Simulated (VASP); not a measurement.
**OsSe: single point with r2SCAN**

OsSe:

```
CELL_PARAMETERS angstrom
0.00000 2.68467 2.68467
2.68467 0.00000 2.68467
2.68467 2.68467 0.00000
ATOMIC_POSITIONS crystal
Os 0.00000 0.00000 0.00000
Se 0.25000 0.25000 0.25000
```

The cell was built by a generator and needn't be a form met in nature.

```
Program             : VASP 6.6.1
Task                : single point
Functional          : r2SCAN
Potentials or basis : VASP PAW PBE potentials, release 64 (Os, Se)
Cutoff              : 520 eV
k mesh              : 11 × 11 × 11
Occupations         : methfessel-paxton, width 0.2221 eV
Spin                : no spin polarisation
```

```
Pressure                                              : 11.0 GPa
Band gap on the k mesh                                : none (metal or under the smearing width)
Valence electrons inside the program's atomic spheres : Os 7.54; Se 4.06
```

Levels at points of the mesh, in eV from the Fermi level:
```tsv
k point	band 4	band 5	band 6	band 7	band 8	band 9	band 10	band 11
(0.00, 0.00, 0.00)	-6.83	-2.45	-2.45	1.29	4.34	4.34	4.34	7.54
```

It took 53 s on 1 thread of Intel(R) Xeon(R) Platinum 8375C CPU @ 2.90GHz (Ice Lake), with other jobs on the host, peak memory 0.18 GiB.

Caveat: the PAW data sets were made with another functional, which shifts forces and pressure a little. The run has no spin-orbit coupling, so splittings on Os are missing.
